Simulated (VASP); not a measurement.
Runs of VASP 6.6.1 on Li3HS. The structure is cubic, space group Pm-3m (No. 221). Conventional cell: a = 3.852 Å, b = 3.852 Å, c = 3.852 Å, α = 90.00°, β = 90.00°, γ = 90.00°. Around S (site symmetry m-3m) lie 12 Li at 2.72 Å. Around H (site symmetry m-3m) lie 6 Li at 1.93 Å. Li (site symmetry 4/mmm) has 2 H at 1.93 Å as nearest neighbours. The cell comes from a database or a generator and needn't be the stable form of this composition.

```tsv
level	potentials or basis	gap on the mesh (eV)	pressure (GPa)	relaxed volume (Å³/atom)
PBE+D3(BJ)	VASP PAW PBE potentials, release 64 (S, H, Li_sv)	(c)	0.1	9.99
RPBE	VASP PAW PBE potentials, release 64 (S, H, Li_sv)	4.12	0.0	(b)
r2SCAN	VASP PAW PBE potentials, release 64 (S, H, Li_sv)	5.09	0.0	10.79
LDA	VASP PAW LDA potentials, release 64 (S, H, Li_sv)	4.38	0.1	10.12
PBE	VASP PAW PBE potentials, release 64 (S, H, Li_sv)	4.18	0.1	(a)
PBEsol	VASP PAW PBE potentials, release 64 (S, H, Li_sv)	4.18	-0.1	10.67
```

Alike in all rows: task relaxation of cell and atoms; no spin polarisation; cell relaxed; k mesh 8 × 8 × 8; cutoff (eV) 600; smearing gaussian 0.03 eV.

Estimate the missing entries.

(a) 10.92; (b) 11.36; (c) 4.62.

Caveats: the cutoff is under 1.25 times the usual one of these potentials, so pressure, stress and relaxed cells hold a basis-set (Pulay) error; the PAW data sets were made with another functional, which shifts forces and pressure a little (some runs).

A k mesh can miss the band edges.

Not every run made on this cell is shown here.
